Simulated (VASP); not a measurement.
VASP ran on this input.

INCAR:
```
LMAXMIX  =  4   # l cut-off of mixed one-centre charges
NSW  =  60
SYSTEM  =  Ni3Si
LASPH  =  T   # aspherical one-centre terms
LWAVE  =  F
ISMEAR  =  1
NELM  =  100   # most electronic steps
ALGO  =  Normal
ENCUT  =  480   # plane-wave cut-off (eV)
EDIFF  =  1E-6
IBRION  =  2
GGA  =  PE
SIGMA  =  0.1   # width (eV)
LCHARG  =  F
EDIFFG  =  -0.02   # ionic stop
LREAL  =  F   # projection in real space or not
ISIF  =  3
PREC  =  Accurate
```

POSCAR:
```
Ni3Si
1
    3.5100000000     0.0000000000     0.0000000000
    0.0000000000     3.5100000000     0.0000000000
    0.0000000000     0.0000000000     3.5100000000
Si Ni
1 3
Direct
  0.0000000000   0.0000000000   0.0000000000
  0.0000000000   0.5000000000   0.5000000000
  0.5000000000   0.0000000000   0.5000000000
  0.5000000000   0.5000000000   0.0000000000
```

### KPOINTS
```
Automatic mesh
0
Gamma
8 8 8
0 0 0
```

POTCAR, in this order: Si Ni (PBE.64 set). Program: vasp_std.

**Question.** Write an equivalent input for Ansatz.

**Answer.** One equivalent input (not run):
Ansatz 0.2 input:
```yaml
crystal:
  lattice:
    - [3.5100000, 0.0000000, 0.0000000]
    - [0.0000000, 3.5100000, 0.0000000]
    - [0.0000000, 0.0000000, 3.5100000]
  atoms:
    - { symbol: Si, position: [0.0000000, 0.0000000, 0.0000000] }
    - { symbol: Ni, position: [0.0000000, 0.5000000, 0.5000000] }
    - { symbol: Ni, position: [0.5000000, 0.0000000, 0.5000000] }
    - { symbol: Ni, position: [0.5000000, 0.5000000, 0.0000000] }
kpoints:
  mp_grid: { grid: [8, 8, 8] }
hamiltonian:
  xc: pbe
  pseudopotentials: { kind: paw }
scf:
  occupations: { method: methfessel_paxton, width: 0.1 }
  max_iter: 100
relax:
  max_steps: 60
  f_tol: 0.02
  cell: {}
output: { forces: true, stress: true, eigenvalues: true }
```
Limits of the translation: each code has its own PAW files, so the cut-off isn't converted (ENCUT is set for VASP's; basis.ecutwfc is left out, and Ansatz then takes the one that its files recommend); Ansatz stops its SCF on the density residual and VASP on the energy change (EDIFF).

The compound is Ni3Si in the L1_2 structure. This run relaxes it. Symmetry was kept, so distortions that lower it aren't found. The start is the result of an earlier pass.
